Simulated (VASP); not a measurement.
Level of theory: r2SCAN meta-GGA, VASP's PBE PAW potentials (set 64) (plane waves; VASP).

A VASP calculation is set up with these files.

### POSCAR
```
BaTe(100) slab
1.0
  5.0110784226   0.0000000000   0.0000000000
  0.0000000000   5.0110784226   0.0000000000
  0.0000000000   0.0000000000  29.3593337709
Ba Te
4 4
direct
  0.0000000000   0.5000000000   0.3189660000
  0.5000000000   0.0000000000   0.4396550000
  0.0000000000   0.5000000000   0.5603450000
  0.5000000000   0.0000000000   0.6810340000
  0.0000000000   0.5000000000   0.4396550000
  0.5000000000   0.0000000000   0.3189660000
  0.0000000000   0.5000000000   0.6810340000
  0.5000000000   0.0000000000   0.5603450000
```

KPOINTS:
```
Automatic mesh
0
Gamma
4 4 1
```

### INCAR
```
ISIF  =  2   # forces and stress, cell fixed
NELM  =  100   # most electronic steps
LMAXMIX  =  4   # l cut-off of mixed one-centre charges
LCHARG  =  F
DIPOL  =  0.5 0.5 0.5
NSW  =  50   # most ionic steps
EDIFF  =  1E-5   # SCF stop (eV)
IBRION  =  2   # conjugate gradients
LDIPOL  =  T
IDIPOL  =  3
LASPH  =  T
LMIXTAU  =  T
EDIFFG  =  -0.03   # ionic stop
PREC  =  Normal
ISMEAR  =  0   # Gaussian
METAGGA  =  R2SCAN
SIGMA  =  0.05
LWAVE  =  T
SYSTEM  =  BaTe(100) slab
NELMIN  =  4
LREAL  =  F
ALGO  =  Normal
ENCUT  =  400
```

POTCAR, in this order: Ba_sv Te (PBE.64 set). Program: vasp_std.

The run wrote:

### OUTCAR
```
 ion  position               nearest neighbor table
   1  0.000  0.500  0.319-   5 3.54   6 3.54   6 3.54   6 3.54   6 3.54
   2  0.500  0.000  0.440-   6 3.54   5 3.54   5 3.54   5 3.54   5 3.54   8 3.54
   3  0.000  0.500  0.560-   7 3.54   8 3.54   8 3.54   8 3.54   8 3.54   5 3.54
   4  0.500  0.000  0.681-   8 3.54   7 3.54   7 3.54   7 3.54   7 3.54
   5  0.000  0.500  0.440-   1 3.54   2 3.54   2 3.54   2 3.54   2 3.54   3 3.54
   6  0.500  0.000  0.319-   2 3.54   1 3.54   1 3.54   1 3.54   1 3.54
   7  0.000  0.500  0.681-   3 3.54   4 3.54   4 3.54   4 3.54   4 3.54
   8  0.500  0.000  0.560-   4 3.54   3 3.54   3 3.54   3 3.54   3 3.54   2 3.54
  LATTYP: Found a simple tetragonal cell.
 ALAT       =     5.0110784226
 C/A-ratio  =     5.8588853127
 Subroutine PRICEL returns:
 Original cell was already a primitive cell.
 Subroutine GETGRP returns: Found 16 space group operations
The static configuration has the point symmetry D_2d.
 The point group associated with its full space group is D_4h.
The dynamic configuration has the point symmetry D_2d.
 Subroutine INISYM returns: Found 16 space group operations
 Subroutine IBZKPT returns following result:
 Found      6 irreducible k-points:

 Following reciprocal coordinates:
            Coordinates               Weight
  0.000000  0.000000  0.000000      1.000000
  0.250000  0.000000  0.000000      4.000000
  0.500000  0.000000  0.000000      2.000000
  0.250000  0.250000  0.000000      4.000000
  0.500000  0.250000  0.000000      4.000000
  0.500000  0.500000  0.000000      1.000000
   k-points           NKPTS =      6   k-points in BZ     NKDIM =      6   number of bands    NBANDS=     38
   number of dos      NEDOS =    301   number of ions     NIONS =      8
   total plane-waves  NPLWV = 112896
   dimension x,y,z NGX =    28 NGY =   28 NGZ =  144
   dimension x,y,z NGXF=    56 NGYF=   56 NGZF=  288
   ions per type =               4   4
   PREC   = normal    normal or accurate (medium, high low for compatibility)
   ISTART =      0    job   : 0-new  1-cont  2-samecut
   ICHARG =      2    charge: 1-file 2-atom 10-const
   ISPIN  =      1    spin polarized calculation?
...
```

File OSZICAR:
```
...
DAV:  47    -0.223189137728E+03   -0.25078E-01   -0.78317E-03   456   0.703E-01    0.191E-01
DAV:  48    -0.223188457769E+03    0.67996E-03   -0.13680E-04   546   0.470E-02    0.173E-01
DAV:  49    -0.223189063641E+03   -0.60587E-03   -0.12832E-05   318   0.287E-02    0.174E-01
DAV:  50    -0.223186042426E+03    0.30212E-02   -0.44469E-04   456   0.161E-01    0.177E-01
DAV:  51    -0.223191019631E+03   -0.49772E-02   -0.99281E-04   456   0.202E-01    0.197E-01
DAV:  52    -0.223192652208E+03   -0.16326E-02   -0.14455E-04   544   0.732E-02    0.210E-01
DAV:  53    -0.223194391490E+03   -0.17393E-02   -0.17187E-04   456   0.102E-01    0.196E-01
DAV:  54    -0.223196635137E+03   -0.22436E-02   -0.17594E-03   456   0.338E-01    0.196E-01
DAV:  55    -0.223197305270E+03   -0.67013E-03   -0.44751E-05   474   0.463E-02    0.195E-01
DAV:  56    -0.223193665354E+03    0.36399E-02   -0.11050E-03   456   0.267E-01    0.204E-01
DAV:  57    -0.223192120470E+03    0.15449E-02   -0.66238E-03   456   0.631E-01    0.167E-01
DAV:  58    -0.223192314058E+03   -0.19359E-03   -0.53182E-04   474   0.171E-01    0.164E-01
DAV:  59    -0.223191268629E+03    0.10454E-02   -0.16337E-04   480   0.973E-02    0.171E-01
DAV:  60    -0.223192999662E+03   -0.17310E-02   -0.14311E-04   456   0.822E-02    0.170E-01
DAV:  61    -0.223186875341E+03    0.61243E-02   -0.34470E-03   456   0.448E-01    0.159E-01
DAV:  62    -0.223186647619E+03    0.22772E-03   -0.28793E-05   434   0.329E-02    0.158E-01
DAV:  63    -0.223186509138E+03    0.13848E-03   -0.83671E-06   330   0.226E-02    0.158E-01
DAV:  64    -0.223184893752E+03    0.16154E-02   -0.61516E-04   456   0.185E-01    0.143E-01
DAV:  65    -0.223183449767E+03    0.14440E-02   -0.36723E-04   468   0.143E-01    0.129E-01
DAV:  66    -0.223180288677E+03    0.31611E-02   -0.10497E-03   456   0.235E-01    0.112E-01
DAV:  67    -0.223181039130E+03   -0.75045E-03   -0.28187E-05   396   0.358E-02    0.110E-01
DAV:  68    -0.223178337212E+03    0.27019E-02   -0.56773E-04   456   0.169E-01    0.101E-01
DAV:  69    -0.223176670957E+03    0.16663E-02   -0.78500E-04   456   0.201E-01    0.901E-02
DAV:  70    -0.223176924030E+03   -0.25307E-03   -0.15815E-05   386   0.268E-02    0.866E-02
DAV:  71    -0.223173439759E+03    0.34843E-02   -0.15021E-03   456   0.271E-01    0.777E-02
DAV:  72    -0.223173609882E+03   -0.17012E-03   -0.28517E-05   444   0.378E-02    0.744E-02
DAV:  73    -0.223172403199E+03    0.12067E-02   -0.16966E-03   456   0.260E-01    0.723E-02
DAV:  74    -0.223172611108E+03   -0.20791E-03   -0.99580E-05   408   0.688E-02    0.693E-02
DAV:  75    -0.223172606908E+03    0.41996E-05   -0.13749E-06   324   0.834E-03
   1 F= -.22317261E+03 E0= -.22317261E+03  d E =-.223173E+03
       N       E                     dE             d eps       ncg     rms          rms(c)
DAV:   1    -0.223176508250E+03   -0.38971E-02   -0.58543E-01   456   0.264E+00    0.259E-01
DAV:   2    -0.223179028399E+03   -0.25201E-02   -0.23138E-02   456   0.716E-01    0.976E-02
DAV:   3    -0.223179922227E+03   -0.89383E-03   -0.23197E-03   512   0.251E-01    0.660E-02
DAV:   4    -0.223180596600E+03   -0.67437E-03   -0.26017E-03   456   0.254E-01    0.293E-02
DAV:   5    -0.223181287362E+03   -0.69076E-03   -0.65585E-04   480   0.154E-01    0.934E-03
DAV:   6    -0.223180734910E+03    0.55245E-03   -0.29019E-04   456   0.106E-01    0.127E-02
DAV:   7    -0.223180704366E+03    0.30544E-04   -0.12892E-05   392   0.175E-02    0.125E-02
DAV:   8    -0.223180677365E+03    0.27000E-04   -0.14122E-05   350   0.266E-02    0.150E-02
DAV:   9    -0.223180506848E+03    0.17052E-03   -0.12571E-04   416   0.802E-02    0.669E-03
DAV:  10    -0.223180390496E+03    0.11635E-03   -0.10973E-04   408   0.735E-02    0.707E-03
DAV:  11    -0.223180368839E+03    0.21657E-04   -0.22992E-06   318   0.113E-02    0.698E-03
DAV:  12    -0.223180374194E+03   -0.53551E-05   -0.41300E-07   312   0.435E-03
   2 F= -.22318037E+03 E0= -.22318037E+03  d E =-.776729E-02
       N       E                     dE             d eps       ncg     rms          rms(c)
DAV:   1    -0.223134455187E+03    0.45914E-01   -0.52764E+00   456   0.789E+00    0.731E-01
DAV:   2    -0.223169972516E+03   -0.35517E-01   -0.19275E-01   464   0.200E+00    0.314E-01
DAV:   3    -0.223183354946E+03   -0.13382E-01   -0.14101E-02   610   0.613E-01    0.216E-01
DAV:   4    -0.223189181110E+03   -0.58262E-02   -0.60460E-03   468   0.439E-01    0.103E-01
DAV:   5    -0.223188622419E+03    0.55869E-03   -0.57702E-03   456   0.404E-01    0.260E-02
DAV:   6    -0.223191264032E+03   -0.26416E-02   -0.35633E-03   456   0.305E-01    0.394E-02
DAV:   7    -0.223191144290E+03    0.11974E-03   -0.16359E-04   664   0.410E-02    0.393E-02
DAV:   8    -0.223191378097E+03   -0.23381E-03   -0.19407E-05   380   0.260E-02    0.348E-02
DAV:   9    -0.223191763419E+03   -0.38532E-03   -0.12861E-04   426   0.690E-02    0.198E-02
DAV:  10    -0.223191841474E+03   -0.78054E-04   -0.29792E-05   400   0.299E-02    0.152E-02
DAV:  11    -0.223191885604E+03   -0.44130E-04   -0.23834E-05   360   0.248E-02    0.115E-02
DAV:  12    -0.223191905362E+03   -0.19758E-04   -0.48908E-05   360   0.325E-02    0.469E-03
DAV:  13    -0.223191899025E+03    0.63372E-05   -0.17669E-05   348   0.284E-02
   3 F= -.22319190E+03 E0= -.22319190E+03  d E =-.192921E-01
       N       E                     dE             d eps       ncg     rms          rms(c)
DAV:   1    -0.223191029525E+03    0.87584E-03   -0.85259E-02   456   0.102E+00    0.871E-02
DAV:   2    -0.223191575051E+03   -0.54553E-03   -0.34941E-03   456   0.272E-01    0.401E-02
DAV:   3    -0.223191725921E+03   -0.15087E-03   -0.28712E-04   566   0.848E-02    0.291E-02
DAV:   4    -0.223192052958E+03   -0.32704E-03   -0.26409E-04   456   0.801E-02    0.130E-02
DAV:   5    -0.223192133818E+03   -0.80860E-04   -0.11547E-04   428   0.582E-02    0.307E-03
DAV:   6    -0.223192156546E+03   -0.22728E-04   -0.39576E-05   414   0.344E-02    0.526E-03
DAV:   7    -0.223192158007E+03   -0.14613E-05   -0.15470E-06   336   0.588E-03
   4 F= -.22319216E+03 E0= -.22319216E+03  d E =-.195511E-01
       N       E                     dE             d eps       ncg     rms          rms(c)
DAV:   1    -0.223191955801E+03    0.20074E-03   -0.17340E-01   456   0.157E+00    0.135E-01
DAV:   2    -0.223192484209E+03   -0.52841E-03   -0.67221E-03   456   0.394E-01    0.669E-02
DAV:   3    -0.223192917173E+03   -0.43296E-03   -0.36381E-04   628   0.101E-01    0.437E-02
DAV:   4    -0.223193439739E+03   -0.52257E-03   -0.27012E-04   456   0.868E-02    0.239E-02
DAV:   5    -0.223193578892E+03   -0.13915E-03   -0.11148E-04   438   0.488E-02    0.737E-03
DAV:   6    -0.223193569464E+03    0.94282E-05   -0.42803E-05   420   0.405E-02
   5 F= -.22319357E+03 E0= -.22319357E+03  d E =-.141146E-02
       N       E                     dE             d eps       ncg     rms          rms(c)
DAV:   1    -0.223180482440E+03    0.13096E-01   -0.15614E+00   462   0.473E+00    0.413E-01
DAV:   2    -0.223188371874E+03   -0.78894E-02   -0.59097E-02   456   0.116E+00    0.199E-01
DAV:   3    -0.223192385261E+03   -0.40134E-02   -0.31644E-03   622   0.299E-01    0.128E-01
DAV:   4    -0.223194843480E+03   -0.24582E-02   -0.14771E-03   456   0.221E-01    0.707E-02
DAV:   5    -0.223195317141E+03   -0.47366E-03   -0.71653E-04   480   0.131E-01    0.214E-02
DAV:   6    -0.223195187156E+03    0.12998E-03   -0.42685E-04   558   0.124E-01    0.145E-02
DAV:   7    -0.223195414301E+03   -0.22714E-03   -0.53590E-05   456   0.433E-02    0.972E-03
DAV:   8    -0.223195488075E+03   -0.73774E-04   -0.30329E-05   378   0.299E-02    0.624E-03
DAV:   9    -0.223195530416E+03   -0.42341E-04   -0.19300E-05   362   0.288E-02    0.182E-03
DAV:  10    -0.223195543948E+03   -0.13532E-04   -0.65387E-06   308   0.160E-02    0.119E-03
DAV:  11    -0.223195565050E+03   -0.21102E-04   -0.51665E-06   310   0.139E-02    0.966E-04
DAV:  12    -0.223195571486E+03   -0.64355E-05   -0.42011E-06   276   0.129E-02
   6 F= -.22319557E+03 E0= -.22319557E+03  d E =-.341348E-02
```

**OUTCAR**
```
------------------------ aborting loop because EDIFF is reached ----------------------------------------
  FORCE on cell =-STRESS in cart. coord.  units (eV):
  Direction    XX          YY          ZZ          XY          YZ          ZX
  --------------------------------------------------------------------------------------
  Total       -1.6141739     -1.6141739     -0.3687501      0.0000000     -0.0000000      0.0000000
  in kB       -3.5079411     -3.5079411     -0.8013720      0.0000000     -0.0000000      0.0000000
  external PRESSURE =      -2.6057514 kB  Pullay stress =       0.0000000 kB
  volume of cell :      737.24
      direct lattice vectors                 reciprocal lattice vectors
     5.011078423  0.000000000  0.000000000     0.199557843  0.000000000  0.000000000
     0.000000000  5.011078423  0.000000000     0.000000000  0.199557843  0.000000000
     0.000000000  0.000000000 29.359333771     0.000000000  0.000000000  0.034060718
 POSITION                                       TOTAL-FORCE (eV/Angst)
 -----------------------------------------------------------------------------------
      0.00000      2.50554      9.43571         0.000000     -0.000000      0.020869
      2.50554      0.00000     12.87448        -0.000000     -0.000000      0.027670
      5.01108      2.50554     16.48485         0.000000      0.000000     -0.027670
      2.50554      0.00000     19.92363         0.000000      0.000000     -0.020869
      0.00000      2.50554     12.90520         0.000000      0.000000      0.018256
      2.50554      0.00000      9.34412         0.000000      0.000000     -0.005808
      0.00000      2.50554     20.01521         0.000000      0.000000      0.005808
      2.50554      0.00000     16.45413         0.000000     -0.000000     -0.018256
 -----------------------------------------------------------------------------------
    total drift:                               -0.000000     -0.000000      0.000000
  FREE ENERGIE OF THE ION-ELECTRON SYSTEM (eV)
  ---------------------------------------------------
  free  energy   TOTEN  =      -223.1955714858 eV

  energy  without entropy=     -223.1955714858  energy(sigma->0) =     -223.19557149

 reached required accuracy - stopping structural energy minimisation
```
(Selected blocks of OUTCAR.)

### CONTCAR
```
BaTe(100) slab
   1.00000000000000
     5.0110784225999998    0.0000000000000000    0.0000000000000000
     0.0000000000000000    5.0110784225999998    0.0000000000000000
     0.0000000000000000    0.0000000000000000   29.3593337709000011
  Ba              Te
     4     4
Direct
     0.0000000000000000    0.5000000000000000    0.3213869593487429
     0.5000000000000000    0.0000000000000000    0.4385141801416763
     1.0000000000000000    0.5000000000000000    0.5614858198583239
     0.5000000000000000    0.0000000000000000    0.6786130406512572
     0.0000000000000000    0.5000000000000000    0.4395603829666235
     0.5000000000000000    0.0000000000000000    0.3182674285834374
     0.0000000000000000    0.5000000000000000    0.6817325714165626
     0.5000000000000000    0.0000000000000000    0.5604396170333764
```

### OUTCAR
```
 val. band max:       -1.3852124588   @ k =   0.0000   0.0000   0.0000

 cond. band min:       0.6026089029   @ k =   0.0000   0.0000   0.0000


 Fermi energy:        -1.1279248723

 k-point     1 :       0.0000    0.0000    0.0000
  band No.  band energies     occupation
      1     -29.6085      2.00000
      2     -29.6085      2.00000
      3     -29.3287      2.00000
      4     -29.3220      2.00000
      5     -14.5118      2.00000
      6     -14.5064      2.00000
      7     -14.3045      2.00000
      8     -14.3045      2.00000
      9     -14.3041      2.00000
     10     -14.3041      2.00000
     11     -14.1969      2.00000
     12     -14.1093      2.00000
     13     -14.1093      2.00000
     14     -14.1049      2.00000
     15     -14.0773      2.00000
     16     -14.0773      2.00000
     17     -11.0904      2.00000
     18     -10.9649      2.00000
     19     -10.7272      2.00000
     20     -10.7011      2.00000
     21      -2.7902      2.00000
     22      -2.5971      2.00000
     23      -2.0855      2.00000
     24      -1.8279      2.00000
     25      -1.8279      2.00000
     26      -1.7204      2.00000
     27      -1.6770      2.00000
     28      -1.6770      2.00000
     29      -1.4351      2.00000
     30      -1.4351      2.00000
     31      -1.3852      2.00000
     32      -1.3852      2.00000
     33       0.6026      0.00000
     34       0.8810      0.00000
     35       1.3619      0.00000
     36       1.7558      0.00000
     37       1.8131      0.00000
     38       2.2186      0.00000

 k-point     2 :       0.2500    0.0000    0.0000
  band No.  band energies     occupation
      1     -29.6067      2.00000
      2     -29.6067      2.00000
      3     -29.3258      2.00000
      4     -29.3211      2.00000
      5     -14.5210      2.00000
      6     -14.5129      2.00000
      7     -14.4197      2.00000
      8     -14.4138      2.00000
      9     -14.2910      2.00000
     10     -14.2909      2.00000
...
```

Unless said otherwise, spin-orbit coupling is left out, though it shifts the bands of the heavy elements here.

The cell is a thin slab with vacuum, built from BaTe (rock salt): (100) face.
